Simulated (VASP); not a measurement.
Energy against volume of GaN (zinc blende). Level of theory: LDA (Ceperley-Alder, Perdew-Zunger), VASP's LDA PAW potentials (set 64) (plane waves; VASP). Numerical set-up: 520 eV cut-off, 10×10×10 Γ-centred mesh, Gaussian smearing of 0.050 eV, potentials Ga_d N.

```json
[
 {"V (Å³/atom)": "10.452", "E (eV/atom)": "-6.94393"},
 {"V (Å³/atom)": "10.786", "E (eV/atom)": "-6.96544"},
 {"V (Å³/atom)": "11.120", "E (eV/atom)": "-6.97214"},
 {"V (Å³/atom)": "11.453", "E (eV/atom)": "-6.96621"}
]
```

**Question.** Fit these four points and predict the energy of the run at 11.787 Å³/atom.

**Answer.** A cubic in V^(−2/3), the third-order Birch-Murnaghan form, passes through the four points with V0 = 11.12 Å³/atom and B0 = 202 GPa, and gives -6.9494 eV/atom there. The run gave -6.9496 eV/atom, -0.1 meV/atom from the fit; all five points give B0 = 201 GPa.

The compound is GaN in the zinc blende structure, a metastable form; wurtzite is the usual one. It was relaxed first.
